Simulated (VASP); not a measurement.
# Settings for AlCl: self-consistent run

AlCl, molecule in box, 2 atoms in the cell. RevPBE; PAW potentials Al, Cl (PBE set). VASP 6.6.1. The cell is changed on purpose: last atom moved by 0.04 Å along z.

Wanted: energy within 0.5 meV/atom; forces within 0.003 eV/Å.

What the run is for: forces; Accuracy asked: tight.

POSCAR:
```
AlCl
1.0
    9.0000000000      0.0000000000      0.0000000000
    0.0000000000      9.0000000000      0.0000000000
    0.0000000000      0.0000000000     12.0000000000
Al Cl
1 1
Direct
    0.5014444400      0.5023333300      0.4140786200
    0.5014444400      0.5023333300      0.5949213700
```

The series start from Plane-wave cutoff (eV): 340; Precision mode (PREC): Accurate; Bands in all (NBANDS): 15; Projection operators (LREAL): Auto, ROPT -0.00025; Density mixing: defaults. Each series keeps the choices made before it, and each single choice may use up half of a tolerance.

## Plane-wave cutoff (eV)

| Plane-wave cutoff (eV) | Energy less reference (meV/atom) | Forces, largest deviation (eV/Å) | SCF iterations | Time (s) |
|---|---|---|---|---|
| 260 | 3.81 | 0.0239 | 26 | 28 |
| 300 | 1.65 | 0.0130 | 26 | 44 |
| 340 | 0.70 | 0.0050 | 25 | 40 |
| 390 | 0.26 | 0.0020 | 26 | 56 |
| 470 | 0.15 | 0.0014 | 26 | 70 |
| 590 (reference) | 0.00 | 0.0000 | 26 | 132 |

Chosen: 470, the loosest value from which every tighter one stays within half of the tolerance.

## Precision mode (PREC)

| Precision mode (PREC) | Energy less reference (meV/atom) | Forces, largest deviation (eV/Å) | SCF iterations | Time (s) |
|---|---|---|---|---|
| SingleN | 1.51 | 0.0011 | 26 | 15 |
| Normal | -0.02 | 0.0002 | 26 | 36 |
| Single | 0.05 | 0.0005 | 26 | 36 |
| Accurate (reference) | 0.00 | 0.0000 | 26 | 70 |

Chosen: Normal.

## Bands in all (NBANDS)

| Bands in all (NBANDS) | Energy less reference (meV/atom) | Forces, largest deviation (eV/Å) | SCF iterations | Time (s) |
|---|---|---|---|---|
| 6 | 0.00 | 0.0001 | 26 | 39 |
| 7 | 0.00 | 0.0000 | 26 | 33 |
| 9 | 0.00 | 0.0000 | 26 | 26 |
| 11 | 0.00 | 0.0000 | 26 | 25 |
| 15 | 0.00 | 0.0000 | 26 | 36 |
| 25 (reference) | 0.00 | 0.0000 | 25 | 38 |

Chosen: 6.

## Projection operators (LREAL)

| Projection operators (LREAL) | Energy less reference (meV/atom) | Forces, largest deviation (eV/Å) | SCF iterations | Time (s) |
|---|---|---|---|---|
| Auto, ROPT -0.005 | 0.11 | 0.0943 | 26 | 25 |
| Auto, ROPT -0.002 | -0.33 | 0.0576 | 26 | 25 |
| Auto, ROPT -0.001 | -1.82 | 0.0001 | 26 | 24 |
| Auto, ROPT -0.0005 | -0.09 | 0.0014 | 26 | 29 |
| Auto, ROPT -0.00025 | -0.28 | 0.0003 | 26 | 39 |
| Auto, ROPT -0.0001 | -0.35 | 0.0004 | 26 | 38 |
| False (reference) | 0.00 | 0.0000 | 26 | 35 |

Chosen: False; the one before it in the list is off by more than half of the tolerance.

## Density mixing

| Density mixing | Energy less reference (meV/atom) | Forces, largest deviation (eV/Å) | SCF iterations | Time (s) |
|---|---|---|---|---|
| defaults | 0.00 | 0.0000 | 26 | 35 |
| AMIN=0.01 | 0.00 | 0.0001 | 26 | 31 |
| AMIX=0.2 AMIN=0.01 | 0.00 | 0.0002 | 28 | 29 |
| BMIX=3.0 AMIN=0.01 | 0.00 | 0.0002 | 47 | 49 |
| AMIX=0.1 BMIX=0.0001 | 0.00 | 0.0011 | 20 | 18 |
| BMIX=0.5 | 0.00 | 0.0000 | 21 | 20 |
| MIXPRE=2 | 0.00 | 0.0001 | 25 | 24 |
| AMIX=0.4 IMIX=1 | 0.00 | 0.0002 | 71 | 69 |

Chosen: defaults; AMIX=0.1 BMIX=0.0001 would be accurate enough too and is faster here.

## All choices together

| Input | Energy less reference (meV/atom) | Forces, largest deviation (eV/Å) | Time (s) |
|---|---|---|---|
| the program's defaults (naive) | 6.79 | 0.0233 | 7.5 |
| chosen settings | 0.17 | 0.0015 | 35 |
| reference settings throughout | 0.00 | 0.0000 | 97 |

The tolerance is met.

Values of the reference run: Forces: 0, 0, 0.0447, 0, 0, -0.0447 eV/Å.

## The input

INCAR:
```
ALGO     = Normal         # electronic algorithm
EDIFF    = 1E-6           # SCF threshold, eV
EFERMI   = MIDGAP       
ENCUT    = 470            # plane-wave cutoff, eV
GGA      = RE             # functional
GGA_COMPAT= False        
ISIF     = 0              # what is computed and relaxed
ISMEAR   = 0              # smearing method
LASPH    = True           # aspherical terms in the spheres
LCHARG   = False          # write CHGCAR
LREAL    = False          # projectors in reciprocal space
LWAVE    = False          # write WAVECAR
NBANDS   = 6              # bands
NELM     = 120            # most SCF steps
NELMDL   = -8           
PREC     = Normal         # precision mode
SIGMA    = 0.03           # smearing width, eV
```

KPOINTS:
```
k-points
0
Gamma
  1 1 1
```

Commands:
```
cat potpaw_PBE.64/Al/POTCAR potpaw_PBE.64/Cl/POTCAR > POTCAR
mpirun -np 1 vasp_gam > vasp.out
```

The chosen input took VASP 6.6.1 35 s on 1 core (Intel Xeon Platinum 8259CL @ 2.50GHz (Skylake/Cascade Lake)), a shared host.

## An input that fails: mixing far too strong

VASP's message: ERROR FEXCP: supplied Exchange-correletion table is too small, maximal index : 4816.

Changes against the starting input:
```
- NELM = 120
+ NELM = 88
+ IMIX = 1
+ AMIX = 2.5
+ BMIX = 0.0001
```
